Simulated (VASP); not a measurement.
A run of VASP 6.6.1:

The input INCAR:

```
  PREC = Accurate
  ENCUT = 600
  EDIFF = 1E-6
  ISMEAR = 0
  SIGMA = 0.05
  LREAL = F
  LASPH = T
  NELM = 60
  ALGO = Normal
  ISIF = 3
  LWAVE = F
  LCHARG = F
  GGA = CA
  IBRION = 2
  NSW = 60
  EDIFFG = -0.02
```

File KPOINTS:

```
regular mesh
0
Gamma
  7 7 7
```

The input POSCAR:

```
Ga3P
1.0
    0.0000000000      3.2642685200      3.2642685200
    3.2642685200      0.0000000000      3.2642685200
    3.2642685200      3.2642685200      0.0000000000
Ga P
3 1
Direct
    0.5000000000      0.5000000000      0.5000000000
    0.2500000000      0.2500000000      0.2500000000
    0.7500000000      0.7500000000      0.7500000000
    0.0000000000      0.0000000000      0.0000000000
```

Potentials or basis: VASP PAW LDA potentials, release 64 (Ga_d, P).

The run is started by

```bash
$ cat potpaw_LDA.64/Ga_d/POTCAR potpaw_LDA.64/P/POTCAR > POTCAR
$ mpirun -np 1 vasp_std > vasp.out
```

Hardware: 1 thread of Intel(R) Xeon(R) 6975P-C (Granite Rapids) (shared host).

Problem. How long does it take, and how much memory?

Solution. It took 51 s on 1 thread of Intel(R) Xeon(R) 6975P-C (Granite Rapids), on a shared host, peak memory 0.22 GiB. Counts: scf iterations 21, k points 20, ion steps 2.
